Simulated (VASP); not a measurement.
Here is the system:

```xyz
9
Lattice="3.7570 0.0000 0.0000 -1.8785 3.2536 0.0000 0.0000 0.0000 24.0716" Properties=species:S:1:pos:R:3 pbc="T T T"
Si     1.8785     1.0845     8.2014
Si     0.0000     2.1691    11.2689
Si     0.0000     0.0000     9.7351
Si     0.0000     0.0000    14.3364
Si     1.8785     1.0845    12.8027
Si     0.0000     2.1691    15.8702
Co     0.0000     2.1691     8.9682
Co     0.0000     0.0000    12.0358
Co     1.8785     1.0845    15.1033
```

The numbers are results of PBEsol GGA, VASP's PBE PAW potentials (set 64) (plane waves; VASP), not measurements. Numerical set-up: PREC = Normal, EDIFF = 1E-5, 400 eV cut-off, 9×9×1 Γ-centred mesh, first-order Methfessel-Paxton smearing of 0.10 eV, potentials Si Co.

Problem. The ions are relaxed. What does this cell relax into?

Solution. 
```xyz
9
Lattice="3.7570 0.0000 0.0000 -1.8785 3.2536 0.0000 0.0000 0.0000 24.0716" Properties=species:S:1:pos:R:3 pbc="T T T"
Si     1.8785     1.0845     8.2393
Si     0.0000     2.1691    11.2112
Si     0.0000     0.0000     9.7332
Si     0.0000     0.0000    14.3384
Si     1.8785     1.0845    12.8604
Si     0.0000     2.1691    15.8323
Co     0.0000     2.1691     8.9173
Co     0.0000     0.0000    12.0358
Co     1.8785     1.0845    15.1543
```

Problem. How much energy does the relaxation gain?

Solution. The energy (σ→0) changes by -7.1 meV/atom, in 7 ionic steps.

```json
[
 {"step": "1", "E(σ→0) (eV)": "-60.1685", "max force (eV/Å)": "0.463", "pressure (GPa)": "-1.33", "volume (Å³)": "294.25"},
 {"step": "2", "E(σ→0) (eV)": "-60.2107", "max force (eV/Å)": "0.297", "pressure (GPa)": "-1.30", "volume (Å³)": "294.25"},
 {"step": "3", "E(σ→0) (eV)": "-60.2286", "max force (eV/Å)": "0.194", "pressure (GPa)": "-1.23", "volume (Å³)": "294.25"},
 {"step": "4", "E(σ→0) (eV)": "-60.2317", "max force (eV/Å)": "0.034", "pressure (GPa)": "-1.23", "volume (Å³)": "294.25"},
 {"step": "5", "E(σ→0) (eV)": "-60.2317", "max force (eV/Å)": "0.033", "pressure (GPa)": "-1.19", "volume (Å³)": "294.25"},
 {"step": "6", "E(σ→0) (eV)": "-60.2320", "max force (eV/Å)": "0.032", "pressure (GPa)": "-1.30", "volume (Å³)": "294.25"},
 {"step": "7", "E(σ→0) (eV)": "-60.2324", "max force (eV/Å)": "0.022", "pressure (GPa)": "-1.33", "volume (Å³)": "294.25"}
]
```

The cell is a thin slab with vacuum, built from CoSi2 (fluorite): (111) face. The run is not spin-polarised, so no magnetic state was tried.
